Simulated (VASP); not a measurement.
The system is Be3Te2Se.

```
Be Te Se
1.0
     5.79147   -3.28745   -0.03081
     5.84723    3.38416    0.06336
     0.01788    0.08973    6.27075
Be Te Se
6 4 2
Direct
  0.15198 0.51698 0.61209
  0.49058 0.83415 0.61635
  0.85606 0.14055 0.63497
  0.82605 0.49345 0.11647
  0.51700 0.16778 0.11455
  0.13846 0.85571 0.13902
  0.84468 0.49226 0.49693
  0.50620 0.17376 0.51503
  0.49761 0.83733 0.99599
  0.17163 0.50863 0.99599
  0.14615 0.84389 0.51312
  0.84073 0.15955 0.98764
```

The cell was built by a generator and needn't be a form met in nature.

| Item | Value |
| --- | --- |
| Program | VASP 6.6.1 |
| Task | relaxation of cell and atoms |
| Functional | PBE |
| Potentials or basis | VASP PAW PBE potentials, release 64 (Be, Te, Se) |
| Cutoff | 520 eV |
| k mesh | 3 × 3 × 3 |
| Occupations | gaussian, width 0.05 eV |
| Spin | no spin polarisation |

At the start: pressure 2.5 GPa; volume 20.28 Å³/atom.

Question: How do energy, volume and symmetry change on relaxing?

Answer: Over 14 steps the energy falls by 42.1 meV/atom and the volume is 20.89 Å³/atom (+3.0 %); space group Cmc2_1 (No. 36, to 0.05 Å).

The path:
```
step  energy change (eV)  largest force (eV/Å)  pressure (GPa)  volume (Å³)
   1              0.0000                1.4912            2.52       243.39
   2             -0.4151                0.5369           -0.92       254.77
   3             -0.4198                0.4505           -1.28       256.21
   4             -0.4846                0.2384           -0.15       251.27
   5             -0.4897                0.2044            0.19       249.62
   6             -0.4897                0.1996            0.28       249.37
   7             -0.4988                0.0920            0.12       250.11
   8             -0.5000                0.1257           -0.09       250.85
   9             -0.5005                0.1091           -0.03       250.60
  10             -0.5033                0.0663           -0.03       250.63
  11             -0.5042                0.0667           -0.05       250.65
  12             -0.5052                0.0440            0.03       250.31
  13             -0.5053                0.0365            0.09       250.14
  14             -0.5056                0.0298           -0.03       250.64
```

Final structure:
```yaml
crystal:
  lattice:
    - [5.82830, -3.35790, 0.00127]
    - [5.82946, 3.35940, -0.00026]
    - [-0.00025, -0.00126, 6.40140]
  atoms:
    - { symbol: Be, position: [0.16557, 0.52219, 0.61573] }
    - { symbol: Be, position: [0.47784, 0.83501, 0.61596] }
    - { symbol: Be, position: [0.85112, 0.14944, 0.64153] }
    - { symbol: Be, position: [0.83262, 0.48180, 0.11588] }
    - { symbol: Be, position: [0.51944, 0.16871, 0.11586] }
    - { symbol: Be, position: [0.14655, 0.85523, 0.14163] }
    - { symbol: Te, position: [0.83256, 0.49644, 0.49825] }
    - { symbol: Te, position: [0.50427, 0.16779, 0.49803] }
    - { symbol: Te, position: [0.49398, 0.83552, 0.99812] }
    - { symbol: Te, position: [0.16550, 0.50769, 0.99818] }
    - { symbol: Se, position: [0.15937, 0.84122, 0.49946] }
    - { symbol: Se, position: [0.83829, 0.16299, 0.99953] }
```
